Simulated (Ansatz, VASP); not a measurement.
HfSbAu4 in VASP and in Ansatz

```
Hf Sb Au
1.0
     0.00000    3.93045    3.93045
     3.93045    0.00000    3.93045
     3.93045    3.93045    0.00000
Hf Sb Au
1 1 4
Direct
  0.50000 0.50000 0.50000
  0.75000 0.75000 0.75000
  0.12545 0.12545 0.12545
  0.12545 0.12545 0.62366
  0.12545 0.62366 0.12545
  0.62366 0.12545 0.12545
```

Alike in both runs: functional PBE; k mesh 4 × 4 × 4; occupations gaussian, width 0.1 eV; no spin polarisation.

Ansatz relaxed the structure, and its values are those at the end. VASP's run is a single point on that final structure, the one shown.

|  | VASP | Ansatz |
| --- | --- | --- |
| version | VASP 6.6.1 | Ansatz 0.2.0 |
| potentials or method | VASP PAW PBE potentials, release 64 (Hf_pv, Sb, Au) | scalar-relativistic, plane waves, PAW |
| plane-wave cutoff (eV) | 520 | 420 |
| valence electrons in the cell | 59 | 117 |

|  | VASP | Ansatz | Ansatz less VASP |
| --- | --- | --- | --- |
| gap on the k mesh at the Fermi level (eV) | none | none | - |
| pressure (GPa) | -0.5 | 0.0 | +0.46 |

A gap of «none» marks a metal or a gap that the smearing closes. The two sets of potentials don't hold the same shells in valence.

The runs have no spin-orbit coupling, so splittings on Au, Hf, Sb are missing.
